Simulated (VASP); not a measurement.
Data:

```
CELL_PARAMETERS angstrom
      0.00000     2.93675     2.93675
      2.93675     0.00000     2.93675
      2.93675     2.93675     0.00000
ATOMIC_POSITIONS crystal
  Cd 0.00000 0.00000 0.00000
  S  0.25000 0.25000 0.25000
```

Level of theory: r2SCAN meta-GGA, VASP's PBE PAW potentials (set 64) (plane waves; VASP). Settings: 480 eV cut-off, 8×8×8 Γ-centred mesh, Gaussian smearing of 0.050 eV, potentials Cd S.

Stress in GPa, positive for a compressed cell; the cube axes lie along x, y and z, and the ions stay on their sites.

| strain | σxx | σyy | σzz |
|---|---|---|---|
| none | 0.41 | 0.41 | 0.41 |
| εxx = +2.0 %, εyy = +2.0 %, εzz = +2.0 % | -2.84 | -2.84 | -2.84 |
| εyy = -1.5 %, εzz = -1.5 % | 2.26 | 2.51 | 2.51 |
| εxx = -1.5 %, εyy = -1.5 % | 2.51 | 2.51 | 2.26 |

Question: Fit C11 and C12 to these rows, and predict the stress for εyy = -4.0 %.

Answer: Least squares on Δσ_i = −C11 ε_i − C12 (ε_j + ε_k) over all components shown gives C11 = 70 GPa and C12 = 53 GPa, and so σxx, σyy, σzz = 2.53, 3.20, 2.53 GPa. The run gave 2.97, 3.50, 2.97 GPa; the difference holds the non-linear terms and numerical noise.

Left out are shears, moved atoms, failed runs and, from the fit, strains over 2.5 %.

The compound is CdS in the zinc blende structure, a metastable form; wurtzite is the usual one.
